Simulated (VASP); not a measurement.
Output of a VASP run:

**OSZICAR**
```
       N       E                     dE             d eps       ncg     rms          rms(c)
DAV:   1     0.691994896552E+02    0.69199E+02   -0.90999E+03  2232   0.140E+03
DAV:   2    -0.408732908909E+02   -0.11007E+03   -0.10032E+03  3320   0.296E+02
DAV:   3    -0.462498103400E+02   -0.53765E+01   -0.53353E+01  2884   0.685E+01
DAV:   4    -0.463150600078E+02   -0.65250E-01   -0.65206E-01  2772   0.785E+00
DAV:   5    -0.463160740416E+02   -0.10140E-02   -0.10139E-02  2840   0.990E-01    0.105E+01
DAV:   6    -0.403242351837E+02    0.59918E+01   -0.62986E+00  2600   0.212E+01    0.542E+00
DAV:   7    -0.379614888975E+02    0.23627E+01   -0.60250E-01  2856   0.869E+00    0.284E+00
DAV:   8    -0.401209551697E+02   -0.21595E+01   -0.16377E+00  2348   0.117E+01    0.177E+00
DAV:   9    -0.385906324625E+02    0.15303E+01   -0.49046E-01  2256   0.841E+00    0.258E-01
DAV:  10    -0.384345901557E+02    0.15604E+00   -0.75221E-02  2388   0.322E+00    0.191E-01
DAV:  11    -0.383776490050E+02    0.56941E-01   -0.13773E-02  2396   0.138E+00    0.167E-01
DAV:  12    -0.383080969729E+02    0.69552E-01   -0.34585E-02  2236   0.212E+00    0.129E-01
DAV:  13    -0.384352985417E+02   -0.12720E+00   -0.32617E-02  2232   0.187E+00    0.720E-02
DAV:  14    -0.384459143370E+02   -0.10616E-01   -0.24805E-03  2416   0.719E-01    0.233E-02
DAV:  15    -0.384469252748E+02   -0.10109E-02   -0.57899E-04  2308   0.307E-01    0.617E-03
DAV:  16    -0.384469821315E+02   -0.56857E-04   -0.26739E-05  2876   0.676E-02    0.334E-03
DAV:  17    -0.384469833461E+02   -0.12146E-05   -0.44935E-06  2484   0.314E-02    0.148E-03
DAV:  18    -0.384469873158E+02   -0.39696E-05   -0.10336E-06  2572   0.143E-02    0.969E-04
DAV:  19    -0.384469885211E+02   -0.12054E-05   -0.66034E-07  2484   0.991E-03    0.634E-04
DAV:  20    -0.384469885897E+02   -0.68523E-07   -0.55526E-08  1924   0.300E-03
   1 F= -.38446989E+02 E0= -.38446989E+02  d E =-.242754E-17
```

OUTCAR:
```
------------------------ aborting loop because EDIFF is reached ----------------------------------------
  FORCE on cell =-STRESS in cart. coord.  units (eV):
  Direction    XX          YY          ZZ          XY          YZ          ZX
  --------------------------------------------------------------------------------------
  Total       -1.3144471     -7.7347868     -0.1011089      0.0000000      0.0000000      0.0000000
  in kB      -53.4667078   -314.6217090     -4.1127264      0.0000000      0.0000000      0.0000000
  external PRESSURE =    -124.0670477 kB  Pullay stress =       0.0000000 kB
  volume of cell :       39.39
      direct lattice vectors                 reciprocal lattice vectors
     1.251051302 -2.253560198  0.000000000     0.399663866 -0.221871153  0.000000000
     1.251051302  2.253560198  0.000000000     0.399663866  0.221871153  0.000000000
     0.000000000  0.000000000  6.985475354     0.000000000  0.000000000  0.143154181
  FREE ENERGIE OF THE ION-ELECTRON SYSTEM (eV)
  ---------------------------------------------------
  free  energy   TOTEN  =       -38.4469885897 eV

  energy  without entropy=      -38.4469885897  energy(sigma->0) =      -38.44698859
```
(Selected blocks of OUTCAR.)

POSCAR:
```
BN
1
    1.2510513020    -2.2535601983     0.0000000000
    1.2510513020     2.2535601983     0.0000000000
    0.0000000000     0.0000000000     6.9854753542
B N
2 2
Direct
  0.3333330000   0.6666670000   0.2500000000
  0.6666670000   0.3333330000   0.7500000000
  0.6666670000   0.3333330000   0.2500000000
  0.3333330000   0.6666670000   0.7500000000
```

Q: Reconstruct the remaining input files.

A: One answer among several that fit: the input of the run itself, r2SCAN meta-GGA, plane waves, VASP's PBE PAW potentials (set 64).

INCAR:
```
ALGO = Normal
EDIFF = 1E-7
ENCUT = 600
ISIF = 2
ISMEAR = 0
LASPH = .True.
LCHARG = .False.
LMIXTAU = .True.
LREAL = .False.
LWAVE = .False.
METAGGA = R2SCAN
NELM = 100
PREC = Accurate
SIGMA = 0.05
SYSTEM = BN
```

File KPOINTS:
```
Automatic mesh
0
gamma
10 10 4
```

POTCAR, in this order: B N (PBE.64 set). Program: vasp_std.

The compound is BN in the hex structure. This cell was strained or had an atom moved on purpose.
